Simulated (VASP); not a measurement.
VASP input:

INCAR:
```
SYSTEM = ZrSe2
PREC = Accurate; ENCUT = 480; LREAL = .FALSE.
LASPH = .TRUE.
EDIFF = 1E-7; NELM = 100; ALGO = Normal
LMAXMIX = 4
ISMEAR = 0; SIGMA = 0.05
GGA = PE
IBRION = 2; NSW = 40; ISIF = 3
EDIFFG = -0.01; PSTRESS = 300
LWAVE = .FALSE.; LCHARG = .FALSE.
```

POSCAR:
```
ZrSe2
1.0
  1.9013990759  -3.2933200383   0.0000000000
  1.9013990759   3.2933200383   0.0000000000
  0.0000000000   0.0000000000   6.7256119047
Zr Se
1 2
Direct
  0.0000000000   0.0000000000   0.0000000000
  0.3333330000   0.6666670000   0.2350660435
  0.6666670000   0.3333330000   0.7649339565
```

File KPOINTS:
```
Regular mesh
0
Gamma
 8 8 4
```

POTCAR, in this order: Zr_sv Se (PBE.64 set). Program: vasp_std.

Translate this PBE calculation to Quantum ESPRESSO's pw.x.

One equivalent input (not run):
```
&CONTROL
  calculation = 'vc-relax'
  pseudo_dir = './pseudo'
  outdir = './out'
  tprnfor = .true.
  tstress = .true.
  nstep = 40
  forc_conv_thr = 0.00039
/
&SYSTEM
  ibrav = 0
  nat = 3
  ntyp = 2
  ecutwfc = 86
  occupations = 'smearing'
  smearing = 'gaussian'
  degauss = 0.003675
  input_dft = 'pbe'
/
&ELECTRONS
  conv_thr = 7.3e-09
  electron_maxstep = 100
/
&IONS
/
&CELL
  press = 300
/
ATOMIC_SPECIES
  Zr 91.224 Zr.upf
  Se 78.971 Se.upf
CELL_PARAMETERS angstrom
     1.9013991   -3.2933200    0.0000000
     1.9013991    3.2933200    0.0000000
    -0.0000000   -0.0000000    6.7256119
ATOMIC_POSITIONS crystal
  Zr   0.0000000  0.0000000  0.0000000
  Se   0.3333330  0.6666670  0.2350660
  Se   0.6666670  0.3333330  0.7649340
K_POINTS automatic
  8 8 4 0 0 0
```
The two are equivalent in intent, not identical: the potentials are each code's own (VASP's PAW set, PseudoDojo norm-conserving files in pw.x), so ENCUT and ecutwfc are chosen apart and not converted; conv_thr bounds pw.x's estimated SCF error, while EDIFF bounds the energy change between steps; forc_conv_thr acts on force components and is met together with etot_conv_thr.

The compound is ZrSe2 in the 1T layered structure. This run relaxes it under an external pressure of 30 GPa. Symmetry was kept, so distortions that lower it aren't found.
